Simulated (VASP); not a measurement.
A run of VASP 6.6.1 is set up as follows.

Contents of INCAR:

```
ALGO = Normal
EDIFF = 1E-6
ENCUT = 520
GGA = PE
ISIF = 2
ISMEAR = 0
LASPH = True
LCHARG = False
LREAL = False
LWAVE = False
NBANDS = 28
NELM = 100
PREC = Accurate
SIGMA = 0.01
```

KPOINTS

```
k-points
0
Gamma
  5 5 3
```

The input POSCAR:

```
La2O3
1.0
    3.9307778800      0.0000000000      0.0000000000
   -1.9653889400      3.4041535000      0.0000000000
    0.0000000000      0.0000000000      6.1119535200
La O
2 3
Direct
    0.6666666667      0.3333333333      0.7537643200
    0.3333333333      0.6666666667      0.2462356800
    0.6666666667      0.3333333333      0.3541093500
    0.3333333333      0.6666666667      0.6458906500
    0.0000000000      0.0000000000      0.0000000000
```

Potentials or basis: VASP PAW PBE potentials, release 64 (La, O).

Run with:

```console
$ cat potpaw_PBE.64/La/POTCAR potpaw_PBE.64/O/POTCAR > POTCAR
$ mpirun -np 1 vasp_std > vasp.out
```

Q: Predict the band gap on the k mesh.

A: 4.03 eV, indirect (least direct gap 4.18 eV).

Q: Estimate the largest force.

A: 0.012 eV/Å.

Q: What does it give for the pressure?

A: 1.6 GPa.

Forces on the atoms (eV/Å):
```
La   0.000  0.000  0.003
La   0.000  0.000 -0.003
O    0.000  0.000 -0.012
O    0.000  0.000  0.012
O    0.000  0.000  0.000
```

Caveat: spin-orbit coupling is left out, which moves the levels of the heavy elements; an odd mesh through Γ misses points on the zone boundary, where band edges often lie.
